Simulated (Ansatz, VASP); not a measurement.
## Cross-check of CsIn between VASP and Ansatz

Wanted: the spread between two codes on one cell, functional and k mesh. The cell is generated by rule, not measured, and may not be a known phase. The cell is taken from a series of runs on this material, whose earlier steps may have relaxed, scaled, displaced or heated it; both programs get it as it stands.

Program: Ansatz 0.2.0. Level of theory: plane waves, with VASP 6.6.1 beside it; zone-centre phonons at PBEsol. Results are calculated unless marked as measured.

The structure was built from a prototype and need not be the compound's stable phase.

## Step 1: The structure

The structure is orthorhombic, space group Cmcm (No. 63). Conventional cell: a = 6.173 Å, b = 12.953 Å, c = 5.058 Å, α = 90.00°, β = 90.00°, γ = 90.00°. Nearest to Cs lie 7 In at 3.93 to 4.23 Å. Nearest to In lie 2 In at 2.78 Å and 7 Cs at 3.93 to 4.23 Å. Farther neighbours are not listed.

As a file:

```
Cs In
1.0
     3.08661   -6.47629    0.00000
     3.08661    6.47629    0.00000
     0.00000    0.00000    5.05809
Cs In
2 2
Direct
  0.34790 0.65210 0.25000
  0.65210 0.34790 0.75000
  0.95564 0.04436 0.75000
  0.04436 0.95564 0.25000
```

## Step 2: VASP: zone-centre phonons, PBEsol

Second derivatives magnify differences that forces hide, and they need a tight electronic threshold.

Lines of VASP's logs that name or quote its potential files are left out, and so is its time.

Contents of INCAR:

```
SYSTEM = CsIn
PREC = Accurate
ENCUT = 500
EDIFF = 1E-08
NELM = 120
ISMEAR = 1
SIGMA = 0.15
LREAL = .FALSE.
ALGO = Normal
GGA = PS
NBANDS = 28
LORBIT = 11
LWAVE = .FALSE.
LCHARG = .FALSE.
ISIF = 2
IBRION = 8
LASPH = .TRUE.
GGA_COMPAT = .FALSE.
EFERMI = MIDGAP
KPAR = 2
```

Contents of POSCAR:

```
CsIn
1.0
    3.0866060646     -6.4762850157      0.0000000000
    3.0866060646      6.4762850157      0.0000000000
    0.0000000000      0.0000000000      5.0580904487
Cs In
2 2
Direct
    0.3478995557      0.6521004443      0.2500000000
    0.6521004443      0.3478995557      0.7500000000
    0.9556354844      0.0443645156      0.7500000000
    0.0443645156      0.9556354844      0.2500000000
```

Contents of KPOINTS:

```
Automatic mesh
0
Gamma
6 6 6
0 0 0
```

PAW data sets: Cs_sv and In_d (PBE family, release 64).

The run is started by

```sh
$ mpirun -np 2 vasp_std
```

Numbers of over 12 decimals in the logs are rounded to 6 here.

The program printed:

```text
[banner, memory and clock lines left out]
running    2 mpi-ranks, on    1 nodes
 distrk:  each k-point on    1 cores,    2 groups
 distr:  one band on    1 cores,    1 groups

 POSCAR found type information on POSCAR CsIn
 POSCAR found :  2 types and       4 ions
|                                                                             |
|               ----> ADVICE to this user running VASP <----                  |
|                                                                             |
|     You enforced a specific xc type in the INCAR file but a different       |
|     [... a line on the potential file left out ...]
|     I HOPE YOU KNOW WHAT YOU ARE DOING!                                     |
|                                                                             |

 LDA part: xc-table for (Slater+PW92), standard interpolation
 POSCAR, INCAR and KPOINTS ok, starting setup
 FFT: planning ... GRIDC
 FFT: planning ... GRID_SOFT
 FFT: planning ... GRID
 WAVECAR not read
 entering main loop
       N       E                     dE             d eps       ncg     rms          rms(c)
DAV:   1     0.401518009173E+03    0.40152E+03   -0.18482E+04  2912   0.146E+03
DAV:   2     0.447778985509E+02   -0.35674E+03   -0.34661E+03  3136   0.356E+02
DAV:   3    -0.616594359550E+01   -0.50944E+02   -0.50301E+02  3616   0.147E+02
DAV:   4    -0.854449350223E+01   -0.23785E+01   -0.23736E+01  3380   0.367E+01
DAV:   5    -0.863368514014E+01   -0.89192E-01   -0.89168E-01  3696   0.681E+00    0.403E+00
DAV:   6    -0.826609357146E+01    0.36759E+00   -0.37154E-01  3312   0.386E+00    0.198E+00
DAV:   7    -0.811418176370E+01    0.15191E+00   -0.66903E-01  3464   0.435E+00    0.586E-01
DAV:   8    -0.812352756116E+01   -0.93458E-02   -0.68396E-02  3364   0.139E+00    0.309E-01
DAV:   9    -0.812413081558E+01   -0.60325E-03   -0.83414E-03  3652   0.496E-01    0.158E-01
DAV:  10    -0.812437237788E+01   -0.24156E-03   -0.90225E-04  3988   0.159E-01    0.783E-02
DAV:  11    -0.812443305331E+01   -0.60675E-04   -0.19920E-04  3596   0.691E-02    0.133E-02
DAV:  12    -0.812443419825E+01   -0.11449E-05   -0.31979E-05  3888   0.278E-02    0.195E-02
DAV:  13    -0.812443717422E+01   -0.29760E-05   -0.69343E-06  3228   0.141E-02    0.269E-03
DAV:  14    -0.812443721104E+01   -0.36818E-07   -0.65320E-07  3904   0.624E-03    0.147E-03
DAV:  15    -0.812443738472E+01   -0.17368E-06   -0.20584E-07  3284   0.211E-03    0.535E-04
DAV:  16    -0.812443737261E+01    0.12109E-07   -0.27153E-08  2944   0.101E-03    0.424E-04
DAV:  17    -0.812443735775E+01    0.14861E-07   -0.52289E-09  2124   0.649E-04    0.763E-05
DAV:  18    -0.812443736092E+01   -0.31705E-08   -0.10970E-09  1928   0.366E-04
   1 F= -.81244374E+01 E0= -.81259635E+01  d E =0.457855E-02
 Linear response reoptimize wavefunctions to high precision
DAV:   1    -0.812443735896E+01    0.19581E-08   -0.32409E-10  1940   0.184E-04
DAV:   2    -0.812443735900E+01   -0.36380E-10   -0.14793E-10  1904   0.127E-04
 Linear response DOF=           6
 Linear response progress:
  Degree of freedom:   1/  6
       N       E                     dE             d eps       ncg     rms          rms(c)
RMM:   1    -0.195752087244E+00   -0.19575E+00    0.11397E-01  8876   0.127E+00
RMM:   2    -0.196022392402E+00   -0.27031E-03   -0.56275E-03  6721   0.407E-01    0.320E-02
RMM:   3    -0.196222392893E+00   -0.20000E-03   -0.19708E-03  8000   0.177E-01    0.130E-02
RMM:   4    -0.196309982167E+00   -0.87589E-04   -0.97536E-05  7841   0.590E-02    0.956E-03
RMM:   5    -0.196375994452E+00   -0.66012E-04   -0.31682E-05  7806   0.268E-02    0.320E-03
RMM:   6    -0.196373026975E+00    0.29675E-05   -0.70683E-06  8325   0.111E-02    0.142E-03
RMM:   7    -0.196356710725E+00    0.16316E-04   -0.75269E-07  7579   0.385E-03    0.337E-04
RMM:   8    -0.196353658687E+00    0.30520E-05   -0.13712E-07  8396   0.165E-03    0.206E-04
RMM:   9    -0.196355183027E+00   -0.15243E-05   -0.38798E-08  8220   0.687E-04    0.109E-04
RMM:  10    -0.196355295653E+00   -0.11263E-06   -0.17788E-08  8357   0.303E-04    0.241E-05
RMM:  11    -0.196354964496E+00    0.33116E-06   -0.14320E-08  8686   0.160E-04    0.104E-05
RMM:  12    -0.196354910186E+00    0.54310E-07   -0.13017E-08  8800   0.959E-05    0.836E-06
RMM:  13    -0.196354976917E+00   -0.66730E-07   -0.13601E-08  8283   0.735E-05    0.198E-06
RMM:  14    -0.196354981070E+00   -0.41532E-08   -0.18940E-08  8016   0.630E-05    0.804E-07
 first order change of Fermi-energy  -0.80714E-04
 force on displaced ion       1 direction 1 :  -0.895  -0.002   0.000
 Linear response progress:
  Degree of freedom:   2/  6
       N       E                     dE             d eps       ncg     rms          rms(c)
RMM:   1    -0.198144474451E+00   -0.19814E+00    0.12005E-01  4910   0.132E+00
RMM:   2    -0.198768217683E+00   -0.62374E-03   -0.51809E-03  4304   0.442E-01    0.304E-02
RMM:   3    -0.198937154918E+00   -0.16894E-03   -0.16556E-03  4807   0.184E-01    0.125E-02
RMM:   4    -0.199013938288E+00   -0.76783E-04   -0.93973E-05  5103   0.602E-02    0.880E-03
RMM:   5    -0.199071501224E+00   -0.57563E-04   -0.26611E-05  5039   0.259E-02    0.325E-03
RMM:   6    -0.199070905468E+00    0.59576E-06   -0.68553E-06  5343   0.116E-02    0.162E-03
RMM:   7    -0.199055163715E+00    0.15742E-04   -0.82522E-07  4997   0.405E-03    0.900E-04
[...]
RMM:   4    -0.190813704712E+00   -0.11239E-03   -0.82126E-05  6688   0.462E-02    0.874E-03
RMM:   5    -0.190936479797E+00   -0.12278E-03   -0.24528E-05  6455   0.214E-02    0.278E-03
RMM:   6    -0.190941897982E+00   -0.54182E-05   -0.53064E-06  6964   0.923E-03    0.150E-03
RMM:   7    -0.190927738639E+00    0.14159E-04   -0.55115E-07  6401   0.364E-03    0.413E-04
RMM:   8    -0.190933388163E+00   -0.56495E-05   -0.11918E-07  6849   0.159E-03    0.109E-04
RMM:   9    -0.190935004104E+00   -0.16159E-05   -0.32749E-08  7021   0.682E-04    0.110E-04
RMM:  10    -0.190933931969E+00    0.10721E-05   -0.12129E-08  7161   0.317E-04    0.556E-05
RMM:  11    -0.190933383404E+00    0.54856E-06   -0.96582E-09  7282   0.150E-04    0.325E-05
RMM:  12    -0.190933204868E+00    0.17854E-06   -0.86750E-09  7000   0.846E-05    0.141E-05
RMM:  13    -0.190933343846E+00   -0.13898E-06   -0.88162E-09  6681   0.613E-05    0.860E-06
RMM:  14    -0.190933353200E+00   -0.93540E-08   -0.80079E-09  6317   0.512E-05    0.679E-06
 first order change of Fermi-energy   0.12765E-03
 force on displaced ion       1 direction 3 :   0.000   0.000  -0.326
 Linear response progress:
  Degree of freedom:   4/  6
       N       E                     dE             d eps       ncg     rms          rms(c)
RMM:   1    -0.237722925835E+00   -0.23772E+00   -0.12587E-01  6800   0.330E+00
RMM:   2    -0.241153406229E+00   -0.34305E-02   -0.16320E-02  7144   0.686E-01    0.584E-02
RMM:   3    -0.241435365894E+00   -0.28196E-03   -0.20776E-03  7972   0.223E-01    0.218E-02
RMM:   4    -0.241475748144E+00   -0.40382E-04   -0.16653E-04  8169   0.739E-02    0.219E-02
RMM:   5    -0.241578740235E+00   -0.10299E-03   -0.37272E-05  7997   0.316E-02    0.297E-03
RMM:   6    -0.241569039528E+00    0.97007E-05   -0.37735E-06  8201   0.104E-02    0.307E-03
RMM:   7    -0.241533048527E+00    0.35991E-04   -0.57723E-07  8051   0.373E-03    0.612E-04
RMM:   8    -0.241524095088E+00    0.89534E-05   -0.11565E-07  8198   0.167E-03    0.353E-04
RMM:   9    -0.241522399148E+00    0.16959E-05   -0.13364E-07  8137   0.706E-04    0.328E-04
RMM:  10    -0.241524088294E+00   -0.16891E-05    0.48118E-07  8384   0.339E-04    0.162E-04
RMM:  11    -0.241524323615E+00   -0.23532E-06    0.28099E-07  8328   0.181E-04    0.865E-05
RMM:  12    -0.241524543899E+00   -0.22028E-06    0.15495E-07  8480   0.114E-04    0.140E-05
RMM:  13    -0.241524442032E+00    0.10187E-06    0.98806E-08  8333   0.772E-05    0.115E-05
RMM:  14    -0.241524377860E+00    0.64172E-07    0.45742E-08  8709   0.610E-05    0.356E-06
RMM:  15    -0.241524380707E+00   -0.28469E-08    0.17409E-08  8100   0.520E-05    0.287E-06
 first order change of Fermi-energy   0.11139E-03
 force on displaced ion       3 direction 1 :  -0.551   0.001   0.000
 Linear response progress:
  Degree of freedom:   5/  6
       N       E                     dE             d eps       ncg     rms          rms(c)
RMM:   1    -0.238920456260E+00   -0.23892E+00   -0.14709E-01  4494   0.328E+00
RMM:   2    -0.241993200462E+00   -0.30727E-02   -0.16227E-02  4763   0.672E-01    0.661E-02
RMM:   3    -0.242099553340E+00   -0.10635E-03   -0.17296E-03  5233   0.216E-01    0.302E-02
RMM:   4    -0.242048121071E+00    0.51432E-04   -0.14902E-04  5373   0.689E-02    0.221E-02
RMM:   5    -0.242060464162E+00   -0.12343E-04   -0.25168E-05  5177   0.305E-02    0.439E-03
RMM:   6    -0.242052761012E+00    0.77032E-05   -0.40365E-06  5437   0.116E-02    0.382E-03
RMM:   7    -0.242040391953E+00    0.12369E-04   -0.62566E-07  4708   0.429E-03    0.211E-03
RMM:   8    -0.242031727078E+00    0.86649E-05   -0.36487E-08  5151   0.230E-03    0.504E-04
RMM:   9    -0.242030498604E+00    0.12285E-05   -0.33555E-08  5331   0.804E-04    0.328E-04
RMM:  10    -0.242029741608E+00    0.75700E-06   -0.32994E-08  5462   0.403E-04    0.169E-04
RMM:  11    -0.242029776716E+00   -0.35108E-07    0.51051E-08  5189   0.188E-04    0.573E-05
RMM:  12    -0.242030108115E+00   -0.33140E-06    0.68579E-08  5516   0.118E-04    0.793E-05
RMM:  13    -0.242030063202E+00    0.44912E-07    0.42677E-08  5594   0.725E-05    0.472E-05
RMM:  14    -0.242030016577E+00    0.46625E-07    0.91673E-09  5476   0.570E-05    0.275E-05
RMM:  15    -0.242029966158E+00    0.50419E-07    0.93758E-10  5444   0.521E-05    0.680E-06
RMM:  16    -0.242029966801E+00   -0.64316E-09    0.29567E-09  5255   0.479E-05    0.745E-06
 first order change of Fermi-energy   0.77883E-01
 force on displaced ion       3 direction 2 :   0.000  -2.694   0.000
 Linear response progress:
  Degree of freedom:   6/  6
       N       E                     dE             d eps       ncg     rms          rms(c)
RMM:   1    -0.238354272117E+00   -0.23835E+00   -0.16733E-01  5829   0.306E+00
RMM:   2    -0.240509800447E+00   -0.21555E-02   -0.21267E-02  6239   0.759E-01    0.984E-02
RMM:   3    -0.240537025089E+00   -0.27225E-04   -0.28407E-03  6627   0.246E-01    0.510E-02
RMM:   4    -0.240440004438E+00    0.97021E-04   -0.10073E-04  6940   0.794E-02    0.317E-02
RMM:   5    -0.240509799080E+00   -0.69795E-04   -0.57096E-05  6898   0.354E-02    0.537E-03
RMM:   6    -0.240507476342E+00    0.23227E-05    0.42754E-05  6867   0.108E-02    0.405E-03
RMM:   7    -0.240512537077E+00   -0.50607E-05    0.17412E-05  6919   0.411E-03    0.135E-03
RMM:   8    -0.240517761006E+00   -0.52239E-05   -0.25354E-05  7196   0.176E-03    0.758E-04
RMM:   9    -0.240511179742E+00    0.65813E-05    0.76042E-06  6768   0.773E-04    0.212E-04
RMM:  10    -0.240512543046E+00   -0.13633E-05   -0.12356E-06  7203   0.352E-04    0.122E-04
RMM:  11    -0.240512317212E+00    0.22583E-06   -0.68811E-07  7284   0.167E-04    0.102E-04
RMM:  12    -0.240511842676E+00    0.47454E-06    0.11010E-06  7184   0.108E-04    0.428E-05
RMM:  13    -0.240512156260E+00   -0.31358E-06   -0.59668E-07  7183   0.799E-05    0.156E-05
RMM:  14    -0.240512034565E+00    0.12169E-06    0.38849E-07  7385   0.601E-05    0.721E-06
RMM:  15    -0.240512088876E+00   -0.54311E-07   -0.18268E-07  6952   0.524E-05    0.160E-06
RMM:  16    -0.240512061877E+00    0.27000E-07    0.11162E-07  6861   0.489E-05    0.103E-06
RMM:  17    -0.240512077259E+00   -0.15382E-07   -0.37004E-08  5783   0.471E-05    0.526E-07
RMM:  18    -0.240512065012E+00    0.12247E-07    0.42464E-08  5560   0.462E-05    0.419E-07
RMM:  19    -0.240512070781E+00   -0.57692E-08   -0.22605E-08  5478   0.460E-05    0.572E-07
 first order change of Fermi-energy   0.77087E-04
 force on displaced ion       3 direction 3 :   0.000  -0.002  -6.502
 Linear response finished
```

[end of part 1 of 2]

[Lines on the potential files, build, host, timing and source positions are cut from VASP's logs without a mark.]

[Logs are printed without paths, hosts, clocks, repeated set-up lines and the standing remarks that a program may print on its own settings, such as how far it seeks lower states.]

[Hosts, paths, dates, database ids (printed as entryN), source tags and the programs' standing remarks are cut or masked in the printed files.]
